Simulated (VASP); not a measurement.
Here is a VASP 6.6.1 calculation.

The input INCAR:

```
SYSTEM = Ta2SiO3
PREC     = Accurate       ! precision mode
ENCUT    = 520            ! plane-wave cutoff, eV
EDIFF    = 1E-6           ! SCF threshold, eV
ISMEAR   = 0              ! smearing method
SIGMA    = 0.1            ! smearing width, eV
LREAL    = .False.        ! projectors in reciprocal space
LASPH    = .True.         ! aspherical terms in the spheres
NELM     = 150            ! most SCF steps
ALGO     = Normal         ! electronic algorithm
ISIF     = 2              ! what is computed and relaxed
LWAVE    = .False.        ! write WAVECAR
LCHARG   = .False.        ! write CHGCAR
METAGGA  = R2SCAN         ! meta-GGA
LMIXTAU  = .True.       
KPAR     = 2
```

KPOINTS

```
regular mesh
0
Gamma
  10 6 6
  0 0 0
```

File POSCAR:

```
Ta2SiO3
1.0
    3.0344800000      0.0000000000      0.0000000000
    0.0000000000      3.3828500000      4.1412800000
    0.0000000000     -3.3828500000      4.1412800000
Ta Si O
2 1 3
Direct
    0.5000000000      0.4712140000      0.4712140000
    0.0000000000      0.0349720000      0.0349720000
    0.0000000000      0.7160520000      0.7160520000
    0.5000000000      0.7958320000      0.1737880000
    0.5000000000      0.1737880000      0.7958320000
    0.0000000000      0.2884220000      0.2884220000
```

Potentials or basis: VASP PAW PBE potentials, release 64 (Ta_pv, Si, O).

Command:

```sh
$ cat potpaw_PBE.64/Ta_pv/POTCAR potpaw_PBE.64/Si/POTCAR potpaw_PBE.64/O/POTCAR > POTCAR
$ mpirun -np 2 vasp_std > vasp.out
```

Question: Estimate the largest force.

Answer: 0.356 eV/Å.

Question: What does it give for the pressure?

Answer: -3.7 GPa.

Question: What does it give for the band gap on the k mesh?

Answer: None (metal or under the smearing width).

Stress tensor (GPa, compression positive):
```
-3.76  0.00  0.00
 0.00 -3.62  0.00
 0.00  0.00 -3.66
```

Caveat: the PAW data sets were made with another functional, which shifts forces and pressure a little. The run has no spin-orbit coupling, so splittings on Ta are missing.
